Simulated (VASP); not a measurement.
Output of a VASP run:

OSZICAR:
```
       N       E                     dE             d eps       ncg     rms          rms(c)
DAV:   1     0.281813107749E+03    0.28181E+03   -0.18757E+04  1056   0.238E+03
DAV:   2     0.696624811817E+01   -0.27485E+03   -0.26460E+03  1128   0.437E+02
DAV:   3    -0.216895974160E+02   -0.28656E+02   -0.28454E+02  1272   0.152E+02
DAV:   4    -0.222075523039E+02   -0.51795E+00   -0.51755E+00  1146   0.218E+01
DAV:   5    -0.222115635833E+02   -0.40113E-02   -0.40110E-02  1254   0.183E+00    0.146E+01
DAV:   6    -0.193196478940E+02    0.28919E+01   -0.10251E+01  1896   0.713E+01    0.940E+00
DAV:   7    -0.194542767533E+02   -0.13463E+00   -0.23169E+00  1112   0.182E+01    0.555E+00
DAV:   8    -0.194672650040E+02   -0.12988E-01   -0.76889E-01  1596   0.874E+00    0.175E+00
DAV:   9    -0.194079902484E+02    0.59275E-01   -0.16193E-01  1656   0.737E+00    0.377E-01
DAV:  10    -0.194106706205E+02   -0.26804E-02   -0.53915E-02  1084   0.178E+00    0.133E-01
DAV:  11    -0.194106124646E+02    0.58156E-04   -0.19165E-03  1500   0.761E-01    0.371E-02
DAV:  12    -0.194106367129E+02   -0.24248E-04   -0.22088E-04  1340   0.356E-01    0.131E-02
DAV:  13    -0.194106402683E+02   -0.35554E-05   -0.20668E-05  1244   0.940E-02    0.816E-03
DAV:  14    -0.194106412573E+02   -0.98907E-06   -0.33775E-06  1018   0.277E-02
   1 F= -.19410641E+02 E0= -.19410641E+02  d E =-.194106E+02
```

OUTCAR:
```
------------------------ aborting loop because EDIFF is reached ----------------------------------------
  FORCE on cell =-STRESS in cart. coord.  units (eV):
  Direction    XX          YY          ZZ          XY          YZ          ZX
  --------------------------------------------------------------------------------------
  Total       -0.0167275     -0.0167275      0.0100048      0.0000000     -0.0000000      0.0000000
  in kB       -0.5654429     -0.5654428      0.3381964      0.0000000     -0.0000000      0.0000000
  external PRESSURE =      -0.2642298 kB  Pullay stress =       0.0000000 kB
  volume of cell :       47.40
      direct lattice vectors                 reciprocal lattice vectors
     3.237350000  0.000000000  0.000000000     0.308894621  0.178340414  0.000000000
    -1.618675000  2.803627000  0.000000000     0.000000000  0.356680828  0.000000000
     0.000000000  0.000000000  5.222060000     0.000000000  0.000000000  0.191495310
  FREE ENERGIE OF THE ION-ELECTRON SYSTEM (eV)
  ---------------------------------------------------
  free  energy   TOTEN  =       -19.4106412573 eV

  energy  without entropy=      -19.4106412573  energy(sigma->0) =      -19.41064126

 reached required accuracy - stopping structural energy minimisation
```
(Selected blocks of OUTCAR.)

File POSCAR:
```
ZnO
1
    3.2373500000     0.0000000000     0.0000000000
   -1.6186750000     2.8036270000     0.0000000000
    0.0000000000     0.0000000000     5.2220600000
Zn O
2 2
Direct
  0.6666670000   0.3333330000   0.5005900000
  0.3333330000   0.6666670000   0.0005900000
  0.6666670000   0.3333330000   0.8797200000
  0.3333330000   0.6666670000   0.3797200000
```

Question: Reconstruct the remaining input files.

Answer: One answer among several that fit: the input of the run itself, PBEsol GGA, plane waves, VASP's PBE PAW potentials (set 64).

### INCAR
```
SYSTEM = ZnO
PREC = Accurate; ENCUT = 520; LREAL = .FALSE.
LASPH = .TRUE.
EDIFF = 1E-6; NELM = 100; ALGO = Normal
LMAXMIX = 4
ISMEAR = 0; SIGMA = 0.05
GGA = PS
IBRION = 2; NSW = 60; ISIF = 3
EDIFFG = -0.02
LWAVE = .FALSE.; LCHARG = .FALSE.
```

**KPOINTS**
```
Automatic
0
gamma
 7 7 4
```

POTCAR, in this order: Zn O (PBE.64 set). Program: vasp_std.

The structure comes from a computed database's ZnO entry (P6_3mc); how it stands against other phases isn't given here. The cell was not relaxed at this level. The start is the result of an earlier pass.
